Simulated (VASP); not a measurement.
```yaml
crystal:
  lattice:
    - [4.29925, 0.00000, -0.01828]
    - [0.00000, 3.95375, 0.00000]
    - [-0.05642, 0.00000, 11.06682]
  atoms:
    - { symbol: Ge, position: [0.12682, 0.00000, 0.88757] }
    - { symbol: Ge, position: [0.61198, 0.50000, 0.63427] }
    - { symbol: Ge, position: [0.87983, 0.50000, 0.11305] }
    - { symbol: Pb, position: [0.42768, 0.00000, 0.39290] }
    - { symbol: Se, position: [0.48670, 0.00000, 0.12615] }
    - { symbol: Se, position: [0.99809, 0.00000, 0.64989] }
    - { symbol: Se, position: [0.51154, 0.50000, 0.85619] }
    - { symbol: Se, position: [0.95737, 0.50000, 0.33988] }
```

These are PBEsol GGA, VASP's PBE PAW potentials (set 64) (plane waves; VASP 6.6.1) values and carry that method's errors. Numerical set-up: 400 eV cut-off, Gaussian smearing of 0.050 eV, potentials Ge_d Pb_d Se.

Without a dispersion term in the relaxation, distances and binding between the weakly bound layers, chains or molecules are unreliable, and so is what depends on them. Unless said otherwise, spin-orbit coupling is left out, though it shifts the bands of the heavy elements here.

Estimate the band gap (along the path) with the smallest direct gap where there is one.

```yaml
band gap (along the path): 0.48 eV
smallest direct gap (along the path): 0.73 eV
```

Total energies compare only between runs with the same potentials, cut-off and functional.

The structure comes from a computed database's Ge3PbSe4 entry (Pm); how it stands against other phases isn't given here. It was relaxed first, which changed the volume by -11 %.
